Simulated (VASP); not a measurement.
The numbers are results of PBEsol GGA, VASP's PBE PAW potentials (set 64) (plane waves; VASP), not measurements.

VASP input:

### INCAR
```
# general
SYSTEM   =  FeGe
PREC     =  Accurate
ENCUT    =  500
LREAL    =  F
LASPH    =  T

# electronic loop
EDIFF    =  1E-6
NELM     =  100
ALGO     =  Normal
LMAXMIX  =  4

# smearing
ISMEAR   =  1
SIGMA    =  0.1

# functional
GGA      =  PS

# spin
ISPIN    =  2
MAGMOM   =  4*1.1 4*-0.1

# ions
IBRION   =  2
NSW      =  40
ISIF     =  3
EDIFFG   =  -0.02

# output
LWAVE    =  F
LCHARG   =  F
LORBIT   =  10
```

### POSCAR
```
FeGe
1
    4.6022940615    -0.0000000000     0.0000000000
   -0.0000000000     4.6022940615    -0.0000000000
   -0.0000000000     0.0000000000     4.6022940615
Fe Ge
4 4
Direct
  0.8637350183   0.6362649817   0.3637350183
  0.3637350183   0.8637350183   0.6362649817
  0.1362649817   0.1362649817   0.1362649817
  0.6362649817   0.3637350183   0.8637350183
  0.1580411994   0.3419588006   0.6580411994
  0.6580411994   0.1580411994   0.3419588006
  0.8419588006   0.8419588006   0.8419588006
  0.3419588006   0.6580411994   0.1580411994
```

**KPOINTS**
```
Automatic mesh
0
Gamma
7 7 7
0 0 0
```

POTCAR, in this order: Fe Ge_d (PBE.64 set). Program: vasp_std.

**Question.** Predict the energy per atom (σ→0), cell moment, volume per atom, band gap (on the k-mesh).

**Answer.** 
```json
{
  "energy per atom (σ→0)": "-7.133 eV/atom",
  "cell_moment": "4.09 μB",
  "band gap (on the k-mesh)": "none (metal, semimetal or under 0.01 eV)",
  "volume_per_atom": "12.16 Å^3/atom"
}
```

**OSZICAR**
```
...
DAV:   2    -0.570675479628E+02    0.53765E-02   -0.33461E-02  5976   0.222E+00    0.417E-01
DAV:   3    -0.570648814696E+02    0.26665E-02   -0.11500E-02  5864   0.125E+00    0.285E-01
DAV:   4    -0.570636256295E+02    0.12558E-02   -0.31683E-03  6840   0.566E-01    0.807E-02
DAV:   5    -0.570635882229E+02    0.37407E-04   -0.25165E-04  5676   0.167E-01    0.406E-02
DAV:   6    -0.570635605327E+02    0.27690E-04   -0.65752E-05  5958   0.978E-02    0.193E-02
DAV:   7    -0.570635579341E+02    0.25986E-05   -0.86045E-06  5628   0.299E-02    0.831E-03
DAV:   8    -0.570635575849E+02    0.34926E-06   -0.95455E-07  2874   0.102E-02
   3 F= -.57063558E+02 E0= -.57064015E+02  d E =-.277285E-03  mag=     4.0905
```

The compound is FeGe in the B20 structure. This run relaxes it. Symmetry was kept, so distortions that lower it aren't found.
